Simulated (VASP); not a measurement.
An input for Ansatz (written as the equivalent of a VASP run, and not itself run):

Ansatz 0.2 input:
```yaml
crystal:
  lattice:
    - [2.9574942, 0.0000000, 0.0000000]
    - [0.0000000, 2.9574942, 0.0000000]
    - [0.0000000, 0.0000000, 2.9574942]
  atoms:
    - { symbol: Ti, position: [0.0000000, 0.0000000, 0.0000000] }
    - { symbol: Co, position: [0.5000000, 0.5000000, 0.5000000] }
kpoints:
  mp_grid: { grid: [12, 12, 12] }
hamiltonian:
  xc: pbe
  pseudopotentials: { kind: paw }
scf:
  occupations: { method: methfessel_paxton, width: 0.1 }
  max_iter: 100
relax:
  max_steps: 40
  f_tol: 0.01
  cell: { p_target: 2 }
output: { forces: true, stress: true, eigenvalues: true }
```

Problem. Write the VASP files for the same calculation (PBE).

Solution. Several could match; the one computed here: 
KPOINTS:
```
Automatic mesh
0
G
12 12 12
```

### INCAR
```
SYSTEM = TiCo
PREC = Accurate
ENCUT = 480
EDIFF = 1E-7
NELM = 100
ALGO = Normal
LREAL = .FALSE.
LASPH = .TRUE.
ISMEAR = 1
SIGMA = 0.1
GGA = PE
LMAXMIX = 4
LWAVE = .FALSE.
LCHARG = .FALSE.
ISIF = 3
IBRION = 2
NSW = 40
EDIFFG = -0.01
PSTRESS = 20
```

POSCAR:
```
TiCo
1
    2.9574942262     0.0000000000     0.0000000000
   -0.0000000000     2.9574942262     0.0000000000
   -0.0000000000    -0.0000000000     2.9574942262
Ti Co
1 1
Direct
  0.0000000000   0.0000000000   0.0000000000
  0.5000000000   0.5000000000   0.5000000000
```

POTCAR, in this order: Ti_sv Co (PBE.64 set). Program: vasp_std.

What does not carry over: each code has its own PAW files, so the cut-off isn't converted (ENCUT is set for VASP's; basis.ecutwfc is left out, and Ansatz then takes the one that its files recommend); Ansatz stops its SCF on the density residual and VASP on the energy change (EDIFF).

The compound is TiCo in the CsCl type structure. It was relaxed first under an external pressure of 2 GPa.
